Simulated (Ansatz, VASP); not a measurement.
# Cross-check of GaN between VASP and Ansatz, part 2 of 2

Aim: how closely do two programs agree when they are given the same cell, functional and k mesh? The cell is taken from a series of runs on this material, whose earlier steps may have relaxed, scaled, displaced or heated it; both programs get it as it stands.

VASP 6.6.1 and Ansatz 0.2.0.

So far: Starting point; Ansatz: dielectric response, LDA.

### Step 3. VASP: dielectric response, LDA

Level of this step: LDA; plane waves and PAW (Ga_d, N) (VASP).

The same cell, functional (in two slightly different forms) and mesh now go to VASP, with its own data sets.

Lines of VASP's logs that name or quote its potential files are left out, and so is its time.

Input file INCAR:

```
SYSTEM = GaN
PREC = Accurate
ENCUT = 520
EDIFF = 1E-08
NELM = 120
ISMEAR = 0
SIGMA = 0.01
LREAL = .FALSE.
ALGO = Normal
GGA = CA
NBANDS = 15
LORBIT = 11
LWAVE = .FALSE.
LCHARG = .FALSE.
ISIF = 2
LEPSILON = .TRUE.
LASPH = .TRUE.
GGA_COMPAT = .FALSE.
```

Input file POSCAR:

```
GaN
1.0
    0.0000000000      2.2535006075      2.2535006075
    2.2535006075      0.0000000000      2.2535006075
    2.2535006075      2.2535006075      0.0000000000
Ga N
1 1
Direct
    0.0000000000      0.0000000000      0.0000000000
    0.7500000000      0.7500000000      0.7500000000
```

Input file KPOINTS:

```
Automatic mesh
0
Gamma
8 8 8
0 0 0
```

The projector-augmented-wave data sets are Ga_d and N (LDA family, release 64).

The run is started by

```bash
mpirun -np 1 vasp_std
```

Numbers of over 12 decimals in the logs are rounded to 6 here.

The log of the run:

```text
[banner, memory and clock lines left out]
running    1 mpi-ranks, on    1 nodes
 distrk:  each k-point on    1 cores,    1 groups
 distr:  one band on    1 cores,    1 groups

 POSCAR found type information on POSCAR GaN
 POSCAR found :  2 types and       2 ions
 LDA part: xc-table for (Slater(with rela. corr.)+CA(PZ))
 , standard interpolation
 POSCAR, INCAR and KPOINTS ok, starting setup
 FFT: planning ... GRIDC
 FFT: planning ... GRID_SOFT
 FFT: planning ... GRID
 WAVECAR not read
 entering main loop
       N       E                     dE             d eps       ncg     rms          rms(c)
DAV:   1     0.809048114766E+02    0.80905E+02   -0.94441E+03   957   0.215E+03
DAV:   2    -0.993643821705E+01   -0.90841E+02   -0.85547E+02   954   0.336E+02
DAV:   3    -0.158789668699E+02   -0.59425E+01   -0.59104E+01  1024   0.737E+01
DAV:   4    -0.159432666923E+02   -0.64300E-01   -0.64293E-01  1075   0.803E+00
DAV:   5    -0.159441523498E+02   -0.88566E-03   -0.88565E-03  1038   0.902E-01    0.748E+00
DAV:   6    -0.139906823159E+02    0.19535E+01   -0.52363E+00  1305   0.428E+01    0.269E+00
DAV:   7    -0.139604695138E+02    0.30213E-01   -0.25481E-01  1004   0.648E+00    0.168E+00
DAV:   8    -0.139361930373E+02    0.24276E-01   -0.77511E-02   968   0.296E+00    0.742E-01
DAV:   9    -0.139325478816E+02    0.36452E-02   -0.12199E-02  1175   0.231E+00    0.230E-01
DAV:  10    -0.139327089543E+02   -0.16107E-03   -0.15299E-03  1101   0.544E-01    0.112E-01
DAV:  11    -0.139326072577E+02    0.10170E-03   -0.31823E-04  1309   0.345E-01    0.239E-02
DAV:  12    -0.139326092720E+02   -0.20143E-05   -0.22174E-05   954   0.485E-02    0.695E-03
DAV:  13    -0.139326092161E+02    0.55929E-07   -0.74191E-07  1356   0.122E-02    0.646E-03
DAV:  14    -0.139326092072E+02    0.89049E-08   -0.11332E-07   954   0.303E-03    0.138E-03
DAV:  15    -0.139326092021E+02    0.50718E-08   -0.42372E-09   624   0.584E-04
   1 F= -.13932609E+02 E0= -.13932609E+02  d E =-.159488E-18
 Linear response reoptimize wavefunctions to high precision
DAV:   1    -0.139326092025E+02   -0.39427E-09   -0.31223E-09   970   0.433E-04
DAV:   2    -0.139326092026E+02   -0.28649E-10   -0.97286E-11   589   0.838E-05
 Linear response G [H, r] |phi>, progress :
  Direction:   1
       N       E                     dE             d eps       ncg     rms
 LRF_COMMUTATOR internal error: the vector H(1)-e(1) S(1) |phi(0)> is not orthog
 onal to |phi(0)> (-1.050787639896825E-004,5.525744792289622E-015)
RMM:   1    -0.452544397044E+02   -0.45254E+02    0.46957E+00  1070   0.267E+02
 LRF_COMMUTATOR internal error: the vector H(1)-e(1) S(1) |phi(0)> is not orthog
 onal to |phi(0)> (-1.050787639896825E-004,5.525744792289622E-015)
RMM:   2    -0.486876330683E+02   -0.34332E+01   -0.76029E+01  1681   0.578E+01
 LRF_COMMUTATOR internal error: the vector H(1)-e(1) S(1) |phi(0)> is not orthog
 onal to |phi(0)> (-1.050787639896825E-004,5.525744792289622E-015)
RMM:   3    -0.495748596551E+02   -0.88723E+00   -0.32100E+00  1759   0.160E+01
RMM:   4    -0.496307021586E+02   -0.55843E-01   -0.74062E-02  1872   0.350E+00
RMM:   5    -0.496436380264E+02   -0.12936E-01   -0.12642E-02  1897   0.754E-01
RMM:   6    -0.496437377174E+02   -0.99691E-04   -0.25076E-03  1935   0.234E-01
RMM:   7    -0.496436036782E+02    0.13404E-03   -0.15402E-05  1948   0.751E-02
RMM:   8    -0.496436419446E+02   -0.38266E-04   -0.22183E-04  1962   0.283E-02
RMM:   9    -0.496436225714E+02    0.19373E-04    0.33085E-05  1940   0.882E-03
RMM:  10    -0.496436307036E+02   -0.81322E-05   -0.42588E-05  1813   0.383E-03
RMM:  11    -0.496436269967E+02    0.37069E-05   -0.55508E-06  1662   0.199E-03
RMM:  12    -0.496436278067E+02   -0.81007E-06   -0.81198E-06  1503   0.153E-03
RMM:  13    -0.496436281715E+02   -0.36471E-06   -0.15727E-05  1292   0.130E-03
RMM:  14    -0.496436278100E+02    0.36140E-06   -0.12334E-05  1081   0.133E-03
RMM:  15    -0.496436265286E+02    0.12814E-05   -0.15991E-06   958   0.134E-03
RMM:  16    -0.496436275371E+02   -0.10085E-05   -0.26203E-05   941   0.132E-03
 Linear response G [H, r] |phi>, progress :
  Direction:   2
       N       E                     dE             d eps       ncg     rms
RMM:   1    -0.451005378561E+02   -0.45101E+02   -0.18494E+01  1060   0.265E+02
RMM:   2    -0.492294852637E+02   -0.41289E+01   -0.71753E+01  1666   0.572E+01
RMM:   3    -0.501202071837E+02   -0.89072E+00   -0.37306E+00  1760   0.164E+01
RMM:   4    -0.501475394041E+02   -0.27332E-01   -0.25261E-01  1866   0.359E+00
RMM:   5    -0.501441124507E+02    0.34270E-02   -0.10417E-02  1897   0.750E-01
RMM:   6    -0.501443925090E+02   -0.28006E-03   -0.20609E-03  1935   0.236E-01
RMM:   7    -0.501442826277E+02    0.10988E-03    0.16840E-04  1940   0.734E-02
RMM:   8    -0.501443318043E+02   -0.49177E-04   -0.16988E-04  1946   0.241E-02
RMM:   9    -0.501443133035E+02    0.18501E-04    0.34155E-05  1935   0.832E-03
RMM:  10    -0.501443188263E+02   -0.55228E-05   -0.19156E-05  1830   0.326E-03
[...]
LRF_COMMUTATOR internal error: the vector H(1)-e(1) S(1) |phi(0)> is not orthog
 onal to |phi(0)> (-1.163241898852752E-004,6.380312944642696E-015)
 LRF_COMMUTATOR internal error: the vector H(1)-e(1) S(1) |phi(0)> is not orthog
 onal to |phi(0)> (1.218315120605773E-004,-2.942091015256665E-015)
[...]
RMM:   4    -0.397892532620E+00   -0.28496E-04   -0.14288E-04  1866   0.867E-02
RMM:   5    -0.397894262472E+00   -0.17299E-05   -0.78046E-06  1857   0.205E-02
RMM:   6    -0.397894365499E+00   -0.10303E-06   -0.68957E-07  1860   0.632E-03
RMM:   7    -0.397894378839E+00   -0.13339E-07   -0.88612E-08  1801   0.204E-03
RMM:   8    -0.397894379435E+00   -0.59695E-09   -0.17312E-09  1539   0.717E-04
 change of polarisation eV/A/(eV/A) component  1 :     0.796     0.338     0.085
 dielectric tensor                  component  1 :     7.292     2.670     0.676
 Linear response to external field (no local field effect), progress :
  Direction:   2
       N       E                     dE             d eps       ncg     rms          rms(c)
RMM:   1    -0.590276222196E-01   -0.59028E-01    0.20124E+00   954   0.778E+00
RMM:   2    -0.399461486293E+00   -0.34043E+00   -0.31247E-02  1768   0.153E+00
RMM:   3    -0.401603022427E+00   -0.21415E-02   -0.55471E-03  1801   0.362E-01
RMM:   4    -0.401630220538E+00   -0.27198E-04   -0.12230E-04  1856   0.804E-02
RMM:   5    -0.401631852593E+00   -0.16321E-05   -0.78675E-06  1844   0.207E-02
RMM:   6    -0.401631975979E+00   -0.12339E-06   -0.68434E-07  1848   0.629E-03
RMM:   7    -0.401631996360E+00   -0.20381E-07   -0.91152E-08  1782   0.210E-03
RMM:   8    -0.401631997462E+00   -0.11020E-08   -0.25634E-09  1552   0.722E-04
 change of polarisation eV/A/(eV/A) component  2 :     0.338     0.803    -0.103
 dielectric tensor                  component  2 :     2.670     7.351    -0.816
 Linear response to external field (no local field effect), progress :
  Direction:   3
       N       E                     dE             d eps       ncg     rms          rms(c)
RMM:   1    -0.633534359304E-01   -0.63353E-01    0.87675E-01   956   0.622E+00
RMM:   2    -0.223618784586E+00   -0.16027E+00   -0.26337E-02  1742   0.132E+00
RMM:   3    -0.224967244368E+00   -0.13485E-02   -0.30626E-03  1783   0.336E-01
RMM:   4    -0.225034712451E+00   -0.67468E-04   -0.12098E-04  1841   0.760E-02
RMM:   5    -0.225037547827E+00   -0.28354E-05   -0.68730E-06  1822   0.182E-02
RMM:   6    -0.225037641706E+00   -0.93880E-07   -0.64143E-07  1797   0.565E-03
RMM:   7    -0.225037655621E+00   -0.13915E-07   -0.45598E-08  1707   0.171E-03
RMM:   8    -0.225037661923E+00   -0.63018E-08   -0.20055E-08  1374   0.556E-04
 change of polarisation eV/A/(eV/A) component  3 :     0.086    -0.103     0.450
 dielectric tensor                  component  3 :     0.678    -0.817     4.558
 Linear response to external field, progress :
  Direction:   1
       N       E                     dE             d eps       ncg     rms          rms(c)
RMM:   1    -0.588914766088E-01   -0.58891E-01    0.16685E+00  3113   0.735E+00
RMM:   2    -0.339669062113E+00   -0.28078E+00   -0.30453E-02  5786   0.146E+00    0.895E-01
RMM:   3    -0.334415185675E+00    0.52539E-02   -0.55081E-03  5706   0.572E-01    0.508E-01
RMM:   4    -0.343518272335E+00   -0.91031E-02   -0.45927E-03  5754   0.586E-01    0.349E-02
RMM:   5    -0.343645839615E+00   -0.12757E-03   -0.21203E-04  5969   0.137E-01    0.278E-02
RMM:   6    -0.343789982590E+00   -0.14414E-03   -0.63265E-08  5788   0.321E-02    0.102E-02
RMM:   7    -0.343951818086E+00   -0.16184E-03    0.22236E-06  5847   0.120E-02    0.973E-04
RMM:   8    -0.343950146600E+00    0.16715E-05    0.11218E-06  6069   0.313E-03    0.158E-04
RMM:   9    -0.343953929854E+00   -0.37833E-05    0.30679E-07  6083   0.834E-04    0.714E-05
RMM:  10    -0.343952924788E+00    0.10051E-05    0.13794E-07  5762   0.290E-04    0.165E-05
RMM:  11    -0.343952877708E+00    0.47080E-07    0.10273E-07  3390   0.953E-05    0.952E-06
 change of polarisation eV/A/(eV/A) component  1 :     0.654     0.152     0.072
 dielectric tensor                  component  1 :     6.167     1.200     0.570
 Linear response to external field, progress :
  Direction:   2
       N       E                     dE             d eps       ncg     rms          rms(c)
RMM:   1    -0.588927662818E-01   -0.58893E-01    0.16685E+00  3113   0.735E+00
RMM:   2    -0.339663788080E+00   -0.28077E+00   -0.30446E-02  5792   0.146E+00    0.895E-01
RMM:   3    -0.334414194376E+00    0.52496E-02   -0.55145E-03  5711   0.572E-01    0.508E-01
RMM:   4    -0.343516011930E+00   -0.91018E-02   -0.45580E-03  5758   0.586E-01    0.349E-02
RMM:   5    -0.343645654965E+00   -0.12964E-03   -0.20567E-04  5966   0.137E-01    0.278E-02
RMM:   6    -0.343790193026E+00   -0.14454E-03    0.13150E-06  5797   0.321E-02    0.103E-02
RMM:   7    -0.343952500131E+00   -0.16231E-03    0.12865E-06  5855   0.120E-02    0.950E-04
RMM:   8    -0.343949862481E+00    0.26376E-05    0.11348E-06  6066   0.316E-03    0.152E-04
RMM:   9    -0.343954543575E+00   -0.46811E-05    0.28367E-07  6031   0.819E-04    0.657E-05
RMM:  10    -0.343953018396E+00    0.15252E-05    0.18126E-07  5713   0.280E-04    0.149E-05
RMM:  11    -0.343953035428E+00   -0.17032E-07    0.19405E-07  3224   0.940E-05    0.916E-06
 change of polarisation eV/A/(eV/A) component  2 :     0.144     0.654     0.065
 dielectric tensor                  component  2 :     1.142     6.167     0.513
 Linear response to external field, progress :
  Direction:   3
       N       E                     dE             d eps       ncg     rms          rms(c)
RMM:   1    -0.596380741142E-01   -0.59638E-01    0.16610E+00  3112   0.735E+00
RMM:   2    -0.339666316524E+00   -0.28003E+00   -0.30475E-02  5786   0.146E+00    0.895E-01
RMM:   3    -0.334414821138E+00    0.52515E-02   -0.55054E-03  5702   0.572E-01    0.508E-01
RMM:   4    -0.343517452266E+00   -0.91026E-02   -0.45840E-03  5755   0.586E-01    0.349E-02
RMM:   5    -0.343645563143E+00   -0.12811E-03   -0.21089E-04  5961   0.137E-01    0.278E-02
RMM:   6    -0.343789673966E+00   -0.14411E-03   -0.73961E-07  5795   0.321E-02    0.102E-02
RMM:   7    -0.343951845434E+00   -0.16217E-03    0.13558E-06  5848   0.120E-02    0.971E-04
RMM:   8    -0.343949945932E+00    0.18995E-05    0.10443E-06  6070   0.313E-03    0.156E-04
RMM:   9    -0.343953802138E+00   -0.38562E-05    0.25451E-07  6083   0.829E-04    0.707E-05
RMM:  10    -0.343952806800E+00    0.99534E-06    0.14015E-07  5745   0.288E-04    0.162E-05
RMM:  11    -0.343952744339E+00    0.62462E-07    0.10505E-07  3388   0.947E-05    0.941E-06
 change of polarisation eV/A/(eV/A) component  3 :     0.114     0.110     0.654
 dielectric tensor                  component  3 :     0.897     0.872     6.167
 Born effective charges drift removed
```

OUTCAR, selected parts (step 3):

```text
ion  position               nearest neighbor table
   1  0.000  0.000  0.000-   2 1.95   2 1.95   2 1.95   2 1.95
   2  0.750  0.750  0.750-   1 1.95   1 1.95   1 1.95   1 1.95

  LATTYP: Found a face centered cubic cell.
 ALAT       =     4.5070012150

 Subroutine GETGRP returns: Found 24 space group operations
 (whereof 24 operations were pure point group operations)

The static configuration has the point symmetry T_d .

 Found     29 irreducible k-points:

   k-points           NKPTS =     29   k-points in BZ     NKDIM =     29   number of bands    NBANDS=     15

   dimension x,y,z NGX =    24 NGY =   24 NGZ =   24
   dimension x,y,z NGXF=    48 NGYF=   48 NGZF=   48

   ENCUT  =  520.0 eV  38.22 Ry    6.18 a.u.   5.93  5.93  5.93*2*pi/ulx,y,z

   NELECT =      18.0000    total number of electrons

 k-points in reciprocal lattice and weights: Automatic mesh
   0.00000000  0.00000000  0.00000000       0.002
   0.12500000  0.00000000  0.00000000       0.016
   0.25000000  0.00000000  0.00000000       0.016
   0.37500000  0.00000000  0.00000000       0.016
   0.50000000  0.00000000  0.00000000       0.008
   0.12500000  0.12500000  0.00000000       0.012
   0.25000000  0.12500000  0.00000000       0.047
   0.37500000  0.12500000  0.00000000       0.047
   0.50000000  0.12500000  0.00000000       0.047
[...]
-0.37500000  0.50000000  0.12500000       0.023
  -0.25000000  0.50000000  0.25000000       0.012

 average (electrostatic) potential at core
       1 -64.7524       2 -62.0066

  Total       -0.7895746     -0.7895746     -0.7895746     -0.0000000      0.0000000      0.0000000
  in kB      -55.2714337    -55.2714337    -55.2714337     -0.0000000      0.0000000      0.0000000
  external PRESSURE =     -55.2714337 kB  Pullay stress =       0.0000000 kB

  energy-cutoff  :      520.00
  volume of cell :       22.89
      direct lattice vectors                 reciprocal lattice vectors
     0.000000000  2.253500607  2.253500607    -0.221877020  0.221877020  0.221877020
     2.253500607  0.000000000  2.253500607     0.221877020 -0.221877020  0.221877020
     2.253500607  2.253500607  0.000000000     0.221877020  0.221877020 -0.221877020

 POSITION                                       TOTAL-FORCE (eV/Angst)
 -----------------------------------------------------------------------------------
      0.00000      0.00000      0.00000        -0.000000      0.000000     -0.000000
      3.38025      3.38025      3.38025         0.000000     -0.000000      0.000000
 -----------------------------------------------------------------------------------
    total drift:                               -0.000002     -0.000002     -0.000002

 MACROSCOPIC STATIC DIELECTRIC TENSOR (including local field effects in DFT)
 ------------------------------------------------------
           6.166857     0.000000     0.000000
           0.000000     6.166857     0.000000
           0.000000    -0.000000     6.166857
 ------------------------------------------------------

 PIEZOELECTRIC TENSOR (including local field effects)  for field in x, y, z        (C/m^2)
          XX          YY          ZZ          XY          YZ          ZX
  --------------------------------------------------------------------------------
  x     0.00000     0.00000     0.00000     0.00000     1.02150     0.00000
  y    -0.00000     0.00000    -0.00000     0.00000     0.00000     1.02150
  z     0.00000     0.00000     0.00000     1.02150     0.00000     0.00000

 BORN EFFECTIVE CHARGES (including local field effects) (in |e|, cummulative output)
 ---------------------------------------------------------------------------------
 ion    1
    1     2.65037    -0.00000    -0.00000
    2     0.00000     2.65037     0.00000
    3     0.00000     0.00000     2.65037
 ion    2
    1    -2.65037     0.00000     0.00000
    2    -0.00000    -2.65037    -0.00000
    3     0.00000    -0.00000    -2.65037
```

### Step 4. Comparison

Known differences besides the potentials themselves: the two LDA forms differ slightly; fixed occupations in Ansatz, narrow Gaussian smearing in VASP; VASP's response is taken on the typed mesh, Ansatz refines its own for the field response alone; the cutoff is 420 eV in Ansatz and 520 eV in VASP; VASP's log shows a relativistic correction to its local exchange, Ansatz's none; VASP's log repeats an internal error in its field response. Total energies have different zeros and are not compared.

Both answers:

| quantity | Ansatz | VASP | difference |
| --- | --- | --- | --- |
| ε∞ xx | 5.97 | 6.17 | -3.25 % |
| ε∞ yy | 5.97 | 6.17 | -3.25 % |
| ε∞ zz | 5.97 | 6.17 | -3.25 % |

### Step 5. Outcome

- difference in ε∞ xx (dielectric response, LDA): -3.3 %

What this shows: The difference in ε∞ xx is -3.3 % (dielectric response, LDA), within the 5 % picked in this series as the mark of a large difference. Such differences can come from data sets, numerical settings and the points named under the comparisons, not from the functional's error against experiment.

[Lines on the potential files, build, host, timing and source positions are cut from VASP's logs without a mark.]

[Logs are printed without paths, hosts, clocks, repeated set-up lines and the standing remarks that a program may print on its own settings, such as how far it seeks lower states.]

[Hosts, paths, dates, database ids (printed as entryN), source tags and the programs' standing remarks are cut or masked in the printed files.]
